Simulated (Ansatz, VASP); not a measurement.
# Cross-check of NbB3 between VASP and Ansatz, part 2 of 2

Wanted: the spread between two codes on one cell, functional and k mesh. The cell is generated by rule, not measured, and may not be a known phase. The cell is taken from a series of runs on this material, whose earlier steps may have relaxed, scaled, displaced or heated it; both programs get it as it stands.

VASP 6.6.1 and Ansatz 0.2.0.

So far: Starting point; VASP: relaxation of cell and atoms, PBE with D3(BJ), pair 1; Ansatz: relaxation of cell and atoms, PBE with D3(BJ), pair 1; Differences.

### 5. Ansatz: relaxation of cell and atoms, PBE with D3(BJ), pair 2

Level of this step: Ansatz beside VASP: Kohn-Sham DFT, plane waves, PBE with D3(BJ) (Ansatz).

The relaxed volume is the usual yardstick between codes: in a stiff, nearly cubic crystal its relative difference is about their pressure difference at one cell divided by the bulk modulus. Its start cell is another than that of the pair before, and may be another structure of the material.

The cell is taken from a series of runs on this material, whose earlier steps may have relaxed, scaled, displaced or heated it; both programs get it as it stands.

The input, input.yaml:

```yaml
crystal:
  lattice:
    - [-1.5602569484, 1.5602569484, 3.6878419247]
    - [1.5602569484, -1.5602569484, 3.6878419247]
    - [1.5602569484, 1.5602569484, -3.6878419247]
  atoms:
    - { symbol: Nb, position: [0.0, 0.0, 0.0] }
    - { symbol: B, position: [0.5, 0.5, 0.0] }
    - { symbol: B, position: [0.75, 0.25, 0.5] }
    - { symbol: B, position: [0.25, 0.75, 0.5] }
kpoints:
  mp_grid: { grid: [18, 18, 18] }
hamiltonian:
  xc: pbe
  dispersion: d3bj
scf:
  occupations: { method: gaussian, width: 0.1 }
output:
  forces: true
  stress: true
  eigenvalues: true
relax:
  adjacent_minimum: "off"
  f_tol: 0.005
  max_steps: 80
  cell: { stress_tol: 0.05 }
```

Command:

```bash
ansatz run input.yaml --threads 8 --pin off --max-ram 14336MiB --backend cpu --events-out ev --progress --plain --runs-dir out
```

Numbers of over 12 decimals in the logs are rounded to 6 here.

Log:

```text
[...]
Crystal: 4 atoms, lattice volume = 35.911 Å³
Basis set: ecut = 420 eV, 713 PW (Γ), exchange–correlation on 60×60×60 points (8 copies of the dense FFT grid, shifted against one another)
Bands: 15, of which v1, the nominal top of the filled ones, is band 11 counted from 1 (10 counted from 0)
Symmetry: 16 space group operations
[...]
k-points: 480 of 5832
[...]
--- Relaxed structure (3 steps of the walk, 3 accepted, 1 SCFs on fresh bases) ---
[...]
cell:  # Å, volume = 35.8797 Å³
    - [-1.560457, 1.560457, 3.683704]
    - [1.560457, -1.560457, 3.683704]
    - [1.560457, 1.560457, -3.683704]
  atoms:
    - { symbol: Nb, position: [0, 0, 0] }
    - { symbol: B, position: [0.5, 0.5, 0] }
    - { symbol: B, position: [0.75, 0.250000, 0.5] }
    - { symbol: B, position: [0.250000, 0.75, 0.5] }
[key lines of the parts left out:]
SCF converged after 4 iterations
Free energy (F): -5020.174578 eV
Fermi energy:    15.986879 eV
P = ⅓ Tr σ = -0.0020 GPa (-0.020 kbar)
```

### 6. VASP: relaxation of cell and atoms, PBE with D3(BJ), pair 2

The same cell, functional, mesh and smearing now go to VASP, with its own data sets.

The input, INCAR:

```
SYSTEM = NbB3
PREC = Accurate
ENCUT = 500
EDIFF = 1E-07
NELM = 120
ISMEAR = 0
SIGMA = 0.1
LREAL = .FALSE.
ALGO = Normal
GGA = PE
IVDW = 12
NBANDS = 17
LASPH = .TRUE.
LORBIT = 11
LWAVE = .FALSE.
LCHARG = .FALSE.
ISIF = 3
IBRION = 2
NSW = 80
EDIFFG = -0.005
GGA_COMPAT = .FALSE.
NELMIN = 4
KPAR = 2
```

The input, POSCAR:

```
NbB3
1.0
   -1.5602570000      1.5602570000      3.6878420000
    1.5602570000     -1.5602570000      3.6878420000
    1.5602570000      1.5602570000     -3.6878420000
Nb B
1 3
Direct
    0.0000000000      0.0000000000      0.0000000000
    0.5000000000      0.5000000000      0.0000000000
    0.7500000000      0.2500000000      0.5000000000
    0.2500000000      0.7500000000      0.5000000000
```

The input, KPOINTS:

```
Automatic mesh
0
Gamma
18 18 18
0 0 0
```

PAW data sets: Nb_sv and B (PBE family, release 64).

Command:

```bash
mpirun -np 2 vasp_std
```

Log:

```text
[... set-up lines as in an earlier step ...]
 entering main loop
       N       E                     dE             d eps       ncg     rms          rms(c)
DAV:   1     0.147889804003E+03    0.14789E+03   -0.11516E+04 16336   0.125E+03
DAV:   2    -0.224834003451E+02   -0.17037E+03   -0.16617E+03 20424   0.394E+02
DAV:   3    -0.299281949552E+02   -0.74448E+01   -0.73340E+01 28283   0.676E+01
DAV:   4    -0.301216908938E+02   -0.19350E+00   -0.19323E+00 20627   0.102E+01
[...]
DAV:  11    -0.289938897604E+02   -0.16670E-04   -0.39848E-05 23280   0.770E-02    0.783E-03
DAV:  12    -0.289938888957E+02    0.86475E-06   -0.22337E-06 24435   0.188E-02    0.457E-03
DAV:  13    -0.289938888588E+02    0.36895E-07   -0.30836E-07 18984   0.416E-03
   1 F= -.30495024E+02 E0= -.30493302E+02  d E =-.304950E+02
[...]
2 F= -.30495065E+02 E0= -.30493345E+02  d E =-.416016E-04
[...]
3 F= -.30495214E+02 E0= -.30493494E+02  d E =-.190775E-03
[...]
4 F= -.30495214E+02 E0= -.30493494E+02  d E =-.190732E-03
[...]
5 F= -.30495229E+02 E0= -.30493503E+02  d E =-.142106E-04
 trial-energy change:   -0.000014  1 .order   -0.000015   -0.000036    0.000007
 step:   0.7572(harm=  0.7572)  dis= 0.00000  next Energy=   -30.495229 (dE=-0.151E-04)
 reached required accuracy - stopping structural energy minimisation
```

OUTCAR, selected parts (step 6):

```text
 Edisp (eV)   -1.50492

 Edisp (eV)   -1.50468

  Total      -0.00659    -0.00659     0.00624     0.00000     0.00000     0.00000
  in kB      -0.29468    -0.29468     0.27897     0.00000     0.00000     0.00000
  external pressure =       -0.10 kB  Pullay stress =        0.00 kB

 POSITION                                       TOTAL-FORCE (eV/Angst)
 -----------------------------------------------------------------------------------
      1.55980     -1.55980      3.68141         0.000000      0.000000     -0.000000
      0.00000      0.00000      3.68141         0.000000      0.000000     -0.000000
      0.00000      1.55980      1.84070         0.000000     -0.000000      0.000000
      1.55980      0.00000      1.84070        -0.000000      0.000000      0.000000
 -----------------------------------------------------------------------------------
    total drift:                                0.000000     -0.000000     -0.000000

  FREE ENERGIE OF THE ION-ELECTRON SYSTEM (eV)
  ---------------------------------------------------
  free  energy   TOTEN  =       -30.4952285580 eV

  energy  without entropy=      -30.4917781305  energy(sigma->0) =      -30.49350334

[... 1 part as in an earlier step ...]

[... 3 further parts left out ...]
[key lines of the parts left out:]
E-fermi :  10.7894
```

### 7. Side by side

Compared:

| quantity | Ansatz | VASP | difference |
| --- | --- | --- | --- |
| volume (Å³) | 35.88 | 35.83 | +0.15 % |
| edge a after relaxation, in the typed setting (Å) | 4.294 | 4.292 | +0.06 % |

### 8. Ansatz: relaxation of cell and atoms, PBE with D3(BJ), pair 3

The relaxed volume is the usual yardstick between codes: in a stiff, nearly cubic crystal its relative difference is about their pressure difference at one cell divided by the bulk modulus.

The cell is taken from a series of runs on this material, whose earlier steps may have relaxed, scaled, displaced or heated it; both programs get it as it stands.

The input, input.yaml:

```yaml
crystal:
  lattice:
    - [-1.5604568969, 1.5604568969, 3.6837038067]
    - [1.5604568969, -1.5604568969, 3.6837038067]
    - [1.5604568969, 1.5604568969, -3.6837038067]
  atoms:
    - { symbol: Nb, position: [0.0, 0.0, 0.0] }
    - { symbol: B, position: [0.5, 0.5, 0.0] }
    - { symbol: B, position: [0.75, 0.25, 0.5] }
    - { symbol: B, position: [0.25, 0.75, 0.5] }
kpoints:
  mp_grid: { grid: [20, 20, 20] }
hamiltonian:
  xc: pbe
  dispersion: d3bj
scf:
  occupations: { method: methfessel_paxton, width: 0.2 }
output:
  forces: true
  stress: true
  eigenvalues: true
relax:
  adjacent_minimum: "off"
  f_tol: 0.001
  max_steps: 60
  cell: { stress_tol: 0.01 }
```

Command:

```bash
ansatz run input.yaml --threads 8 --pin off --max-ram 14336MiB --backend cpu --events-out ev --progress --plain --runs-dir out
```

Log:

```text
[...]
Crystal: 4 atoms, lattice volume = 35.880 Å³
Basis set: ecut = 420 eV, 713 PW (Γ), exchange–correlation on 60×60×60 points (8 copies of the dense FFT grid, shifted against one another)
Bands: 15, of which v1, the nominal top of the filled ones, is band 11 counted from 1 (10 counted from 0)
Symmetry: 16 space group operations
[...]
k-points: 641 of 8000
[...]
--- Relaxed structure (3 steps of the walk, 3 accepted, 1 SCFs on fresh bases) ---
[...]
cell:  # Å, volume = 35.8759 Å³
    - [-1.560592, 1.560592, 3.682682]
    - [1.560592, -1.560592, 3.682682]
    - [1.560592, 1.560592, -3.682682]
  atoms:
    - { symbol: Nb, position: [0, 0, 0] }
    - { symbol: B, position: [0.5, 0.5, 0] }
    - { symbol: B, position: [0.75, 0.25, 0.5] }
    - { symbol: B, position: [0.25, 0.75, 0.5] }
[key lines of the parts left out:]
SCF converged after 5 iterations
Free energy (F): -5020.173466 eV
Fermi energy:    15.989449 eV
P = ⅓ Tr σ = 0.0003 GPa (0.003 kbar)
```

### 9. VASP: relaxation of cell and atoms, PBE with D3(BJ), pair 3

The same cell, functional, mesh and smearing now go to VASP, with its own data sets.

Edit INCAR of step 6 so:

```diff
@@ -5,4 +5,4 @@
 NELM = 120
-ISMEAR = 0
-SIGMA = 0.1
+ISMEAR = 1
+SIGMA = 0.2
 LREAL = .FALSE.
```

The input, POSCAR:

```
NbB3
1.0
   -1.5604570000      1.5604570000      3.6837040000
    1.5604570000     -1.5604570000      3.6837040000
    1.5604570000      1.5604570000     -3.6837040000
Nb B
1 3
Direct
    0.0000000000      0.0000000000      0.0000000000
    0.5000000000      0.5000000000      0.0000000000
    0.7500000000      0.2500000000      0.5000000000
    0.2500000000      0.7500000000      0.5000000000
```

The input, KPOINTS:

```
Automatic mesh
0
Gamma
20 20 20
0 0 0
```

Command:

```bash
mpirun -np 2 vasp_std
```

Log:

```text
[... set-up lines as in an earlier step ...]
 entering main loop
       N       E                     dE             d eps       ncg     rms          rms(c)
DAV:   1     0.147320339832E+03    0.14732E+03   -0.11511E+04 21802   0.125E+03
DAV:   2    -0.224233509348E+02   -0.16974E+03   -0.16558E+03 27215   0.394E+02
DAV:   3    -0.299132827887E+02   -0.74899E+01   -0.73564E+01 37815   0.676E+01
DAV:   4    -0.301156637933E+02   -0.20238E+00   -0.20205E+00 27296   0.104E+01
[...]
DAV:  11    -0.289915810361E+02   -0.17439E-04   -0.41858E-05 29925   0.804E-02    0.779E-03
DAV:  12    -0.289915801820E+02    0.85416E-06   -0.25707E-06 33765   0.195E-02    0.483E-03
DAV:  13    -0.289915801346E+02    0.47377E-07   -0.40135E-07 27190   0.474E-03
   1 F= -.30494026E+02 E0= -.30494158E+02  d E =-.304940E+02
[...]
N       E                     dE             d eps       ncg     rms          rms(c)
DAV:   1    -0.289880310449E+02    0.35491E-02   -0.47377E-02 26623   0.284E+00    0.348E-01
[...]
DAV:   8    -0.289865488180E+02   -0.41430E-07   -0.56593E-08 14722   0.239E-03
   2 F= -.30494021E+02 E0= -.30494153E+02  d E =0.516168E-05
 trial-energy change:    0.000005  1 .order    0.000013   -0.000304    0.000330
 step:   0.4983(harm=  0.4789)  dis= 0.00000  next Energy=   -30.494103 (dE=-0.767E-04)
[...]
N       E                     dE             d eps       ncg     rms          rms(c)
DAV:   1    -0.289895303011E+02   -0.29815E-02   -0.11909E-02 26394   0.142E+00    0.174E-01
DAV:   2    -0.289891995764E+02    0.33072E-03   -0.19032E-03 30775   0.483E-01    0.501E-02
DAV:   3    -0.289891570896E+02    0.42487E-04   -0.11423E-04 36480   0.859E-02    0.201E-02
DAV:   4    -0.289891532846E+02    0.38050E-05   -0.52980E-05 38103   0.409E-02    0.130E-02
DAV:   5    -0.289891553558E+02   -0.20712E-05   -0.45972E-06 35582   0.192E-02    0.911E-03
DAV:   6    -0.289891553947E+02   -0.38823E-07   -0.66254E-06 40104   0.137E-02    0.745E-04
DAV:   7    -0.289891552647E+02    0.12998E-06   -0.20549E-07 20744   0.469E-03    0.215E-04
DAV:   8    -0.289891552630E+02    0.16980E-08   -0.25703E-08 12002   0.139E-03
   3 F= -.30494103E+02 E0= -.30494235E+02  d E =-.767248E-04
[...]
reached required accuracy - stopping structural energy minimisation
```

Parts of OUTCAR (step 9):

```text
 Edisp (eV)   -1.50747

 Edisp (eV)   -1.50495

  Total       0.01430     0.01430    -0.01372     0.00000     0.00000    -0.00000
  in kB       0.63954     0.63954    -0.61380     0.00000     0.00000    -0.00000
  external pressure =        0.22 kB  Pullay stress =        0.00 kB

 POSITION                                       TOTAL-FORCE (eV/Angst)
 -----------------------------------------------------------------------------------
      0.00000      0.00000      0.00000         0.000000      0.000000     -0.000000
      0.00000      0.00000      3.68128         0.000000      0.000000     -0.000000
     -0.00000      1.55970      1.84064        -0.000000     -0.000000      0.000000
      1.55970     -0.00000      1.84064         0.000000      0.000000     -0.000000
 -----------------------------------------------------------------------------------
    total drift:                                0.000000     -0.000000     -0.000000

  FREE ENERGIE OF THE ION-ELECTRON SYSTEM (eV)
  ---------------------------------------------------
  free  energy   TOTEN  =       -30.4941029695 eV

  energy  without entropy=      -30.4944984088  energy(sigma->0) =      -30.49423478

[... 2 parts as in an earlier step ...]

[... 2 further parts left out ...]
[key lines of the parts left out:]
E-fermi :  10.7915
```

### 10. Side by side

The two programs side by side:

| quantity | Ansatz | VASP | difference |
| --- | --- | --- | --- |
| volume (Å³) | 35.88 | 35.82 | +0.15 % |
| edge a after relaxation, in the typed setting (Å) | 4.293 | 4.292 | +0.04 % |

### 11. Outcome

```
difference in volume (relaxation of cell and atoms, PBE with D3(BJ), pair 1) : 0.11 %
difference in volume (relaxation of cell and atoms, PBE with D3(BJ), pair 2) : 0.15 %
difference in volume (relaxation of cell and atoms, PBE with D3(BJ), pair 3) : 0.15 %
```

In words: The difference in volume is 0.15 % (relaxation of cell and atoms, PBE with D3(BJ), pair 3), within the 1.2 % picked in this series as the mark of a large difference, as far as the stopping tolerances let one tell. 1 further run of this series is not shown here. Such differences can come from data sets, numerical settings and the points named under the comparisons, not from the functional's error against experiment.

[Lines on the potential files, build, host, timing and source positions are cut from VASP's logs without a mark.]

[Logs are printed without paths, hosts, clocks, repeated set-up lines and the standing remarks that a program may print on its own settings, such as how far it seeks lower states.]

[Hosts, paths, dates, database ids (printed as entryN), source tags and the programs' standing remarks are cut or masked in the printed files.]
